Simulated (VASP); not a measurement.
Crystal: SiC.

```
Si C
1.0
     3.07600    0.00000    0.00000
    -1.53800    2.66389    0.00000
     0.00000    0.00000    5.04800
Si C
2 2
Direct
  0.33333 0.66667 0.00000
  0.66667 0.33333 0.50000
  0.33333 0.66667 0.38500
  0.66667 0.33333 0.88500
```

- Program: VASP 6.6.1
- Task: relaxation of cell and atoms
- Functional: PBE
- Potentials or basis: VASP PAW PBE potentials, release 64 (Si, C)
- Cutoff: 700 eV
- k mesh: 12 × 12 × 6
- Occupations: gaussian, width 0.02 eV
- Spin: no spin polarisation

At the start: pressure 3.4 GPa; volume 10.34 Å³/atom.

Q: How do energy, volume and symmetry change on relaxing?

A: Over 7 steps the energy falls by 10.5 meV/atom and the volume is 10.49 Å³/atom (+1.5 %); space group P6_3mc (No. 186, to 0.05 Å).

The path:
| step | energy change (eV) | largest force (eV/Å) | pressure (GPa) | volume (Å³) |
| --- | --- | --- | --- | --- |
| 1 | 0.0000 | 0.7527 | 3.45 | 41.36 |
| 2 | -0.0030 | 0.6284 | -3.40 | 42.71 |
| 3 | -0.0389 | 0.0842 | -0.46 | 42.05 |
| 4 | -0.0420 | 0.0266 | 0.08 | 41.95 |
| 5 | -0.0420 | 0.0126 | 0.01 | 41.96 |
| 6 | -0.0420 | 0.0115 | -0.01 | 41.97 |
| 7 | -0.0420 | 0.0001 | 0.00 | 41.97 |

Final structure:
```yaml
crystal:
  lattice:
    - [3.09079, 0.00000, 0.00000]
    - [-1.54540, 2.67671, 0.00000]
    - [0.00000, 0.00000, 5.07249]
  atoms:
    - { symbol: Si, position: [0.33333, 0.66667, 0.00458] }
    - { symbol: Si, position: [0.66667, 0.33333, 0.50458] }
    - { symbol: C, position: [0.33333, 0.66667, 0.38042] }
    - { symbol: C, position: [0.66667, 0.33333, 0.88042] }
```
